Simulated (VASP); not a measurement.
Consider the following.

```
O2Si
1.0
    3.97728     2.29628     2.61772
   -3.97728     2.29628     2.61772
    0.00000    -4.59257     2.61772
Si O
3 6
Direct
  0.71564   0.28436   0.50000
  0.50000   0.71564   0.28436
  0.28436   0.50000   0.71564
  0.30944   0.69056   0.50000
  0.50000   0.30944   0.69056
  0.69056   0.50000   0.30944
  0.00000   0.33354   0.66646
  0.66646   0.00000   0.33354
  0.33354   0.66646   0.00000
```

Computed with r2SCAN meta-GGA, VASP's PBE PAW potentials (set 64) (plane waves; VASP). Run with 520 eV cut-off, 6×6×6 Γ-centred mesh, Gaussian smearing of 0.010 eV, potentials Si O.

Problem. Give the direction-averaged independent-particle dielectric function (no local fields, no excitons; a broadening of 0.1 eV leaves a tail below the gap, and fine structure carries the noise of the k-mesh).

Solution. 
| ħω (eV) | ε₁ | ε₂ |
|---|---|---|
| 0.00 | 2.07 | 0.00 |
| 0.50 | 2.08 | 0.00 |
| 1.10 | 2.08 | 0.00 |
| 1.70 | 2.09 | 0.00 |
| 2.30 | 2.11 | 0.00 |
| 2.90 | 2.13 | 0.00 |
| 3.50 | 2.15 | 0.01 |
| 4.10 | 2.19 | 0.01 |
| 4.70 | 2.23 | 0.01 |
| 5.30 | 2.28 | 0.01 |
| 5.90 | 2.36 | 0.01 |
| 6.40 | 2.43 | 0.02 |
| 7.00 | 2.57 | 0.03 |
| 7.60 | 2.75 | 0.09 |
| 8.20 | 3.05 | 0.26 |
| 8.80 | 3.02 | 0.58 |
| 9.40 | 2.99 | 0.91 |
| 10.00 | 2.98 | 1.23 |
| 10.60 | 3.04 | 1.38 |
| 11.20 | 3.04 | 2.04 |
| 11.80 | 2.13 | 2.38 |
| 12.30 | 1.69 | 2.07 |
| 12.90 | 1.72 | 1.93 |
| 13.50 | 1.61 | 1.63 |
| 14.10 | 1.67 | 1.81 |
| 14.70 | 1.34 | 2.09 |
| 15.30 | 0.92 | 1.91 |
| 15.90 | 0.95 | 1.74 |
| 16.50 | 1.04 | 1.67 |
| 17.10 | 0.83 | 1.74 |
| 17.70 | 0.25 | 1.55 |
| 18.30 | 0.39 | 1.26 |
ε₂ peaks at 11.5 eV (height 2.5), 14.6 eV (height 2.2), 17.3 eV (height 2.0); ε₁(0) averages 2.07, so the electronic refractive index below the gap tends to √2.07 = 1.44.

The structure comes from a computed database's SiO2 entry (R32); how it stands against other phases isn't given here. It was relaxed first.
